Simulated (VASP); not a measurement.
Set up this calculation in VASP 6.6.1, as the native input.

```yaml
Task: relaxation of cell and atoms
Functional: PBE
Potentials_or_basis: VASP PAW PBE potentials, release 64 (Mg, O)
Cutoff: 700 eV
k_mesh: 12 × 12 × 12
Occupations: gaussian, width 0.02 eV
Spin: no spin polarisation
Further_INCAR_settings: ALGO = Normal; EDIFF = 1e-06; IBRION = 2; EDIFFG = -0.005; NSW = 60; ISIF = 3
```

The structure of MgO lies in POSCAR:

```
MgO
1.0
    0.0000000000      2.1100000000      2.1100000000
    2.1100000000      0.0000000000      2.1100000000
    2.1100000000      2.1100000000      0.0000000000
Mg O
1 1
Direct
    0.0000000000      0.0000000000      0.0000000000
    0.5000000000      0.5000000000      0.5000000000
```

The cell was built by a generator and needn't be a form met in nature.

The input as run:

INCAR

```
ALGO     = Normal         # electronic algorithm
EDIFF    = 1E-6           # SCF threshold, eV
EDIFFG   = -0.005         # ionic threshold
ENCUT    = 700            # plane-wave cutoff, eV
GGA      = PE             # functional
IBRION   = 2              # ionic algorithm
ISIF     = 3              # what is computed and relaxed
ISMEAR   = 0              # smearing method
LASPH    = True           # aspherical terms in the spheres
LCHARG   = False          # write CHGCAR
LREAL    = False          # projectors in reciprocal space
LWAVE    = False          # write WAVECAR
NELM     = 120            # most SCF steps
NSW      = 60             # ionic steps
PREC     = Accurate       # precision mode
SIGMA    = 0.02           # smearing width, eV
```

KPOINTS

```
k-points
0
Gamma
  12 12 12
```

Potentials or basis: VASP PAW PBE potentials, release 64 (Mg, O).

Command:

```sh
$ cat potpaw_PBE.64/Mg/POTCAR potpaw_PBE.64/O/POTCAR > POTCAR
$ mpirun -np 1 vasp_std > vasp.out
```

Results of the run:

- Relaxed volume: 9.56 Å³/atom
- Relaxed cell: a = 3.001 Å, b = 3.001 Å, c = 3.001 Å, α = 60.00°, β = 60.00°, γ = 60.00°
- Space group after relaxing (to 0.05 Å): Fm-3m (No. 225)
- Energy gained by relaxing: 1.4 meV/atom
- Ionic steps: 3
- Pressure after relaxing: 0.0 GPa
- Band gap on the k mesh: 4.51 eV, direct

Wall time 30 s on 1 thread of Intel(R) Xeon(R) Platinum 8259CL CPU @ 2.50GHz (Skylake/Cascade Lake) (shared host), peak memory 0.17 GiB.
